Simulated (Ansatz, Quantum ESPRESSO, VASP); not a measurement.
**YCo2B2 (I4/mmm, 5 atoms in the cell) computed with different codes at matched settings**

Self-consistent single point.

```yaml
crystal:
  lattice:
    - [-1.74986, 1.74986, 4.65971]
    - [1.74986, -1.74986, 4.65971]
    - [1.74986, 1.74986, -4.65971]
  atoms:
    - { symbol: Y, position: [0.00000, 0.00000, 0.00000] }
    - { symbol: Co, position: [0.75000, 0.25000, 0.50000] }
    - { symbol: Co, position: [0.25000, 0.75000, 0.50000] }
    - { symbol: B, position: [0.65466, 0.65466, 0.00000] }
    - { symbol: B, position: [0.34534, 0.34534, 0.00000] }
```

All programs got the same cell, k-point mesh and kind of occupations (in Ansatz's words: kpoints.mp_grid.grid = 11 11 11; scf.occupations.method = fermi_dirac; scf.occupations.width = 0.0073 Ry); potentials, basis and cutoffs are each program's usual ones.

```tsv
code	model	pressure (GPa)	largest force (eV/Å)	cutoff
VASP	LDA (PZ), VASP's LDA PAW potentials (set 64)	-2.69	0.184	400 eV
Quantum ESPRESSO	LDA (PZ), GBRV 1.5 ultrasoft (LDA) pseudopotentials	-2.82	0.156	50 Ry
Ansatz	LDA (PW92), PAW files made with PBE	-2.78	0.149	30.9 Ry
```

The spread over the programs that give each value: pressure within 0.13 GPa; largest force within 0.035 eV/Å.

The starting cell comes from a database of computed structures (which also holds hypothetical and non-ambient phases and stackings), without a prior relaxation at this level. Its lattice was rescaled by a random factor within 2.5 % of one. On Ansatz's run: Spin polarisation is off.

### Question
Why do the programs differ, and what cannot be compared?

### Answer
Differences of this kind can come from the potentials, where these differ, and from what each basis and cutoff leave unconverged. The valence holds different numbers of electrons (VASP 35, Quantum ESPRESSO 51, Ansatz (an electronic-structure program) 51). The zero of total energies and Fermi levels follows the potentials and each program's conventions, so they are not compared here. Ansatz's pressure is given at a fixed set of plane waves, as the other plane-wave codes print theirs; with its correction for the finite basis it is -2.67 GPa. Ansatz's smearing width was typed in Ry to four decimals, so it matches the others to a few per cent. The same LDA comes in different parametrisations, which differ slightly.

VASP's run is marked for a possible Pulay error in its stress at this cutoff; no cutoff test was made.

Left out of this page: ABINIT (stopped by limits of time or memory); GPAW, FLEUR and SIESTA (not drawn, or without a comparable value).

Keys are those of Ansatz 0.2.
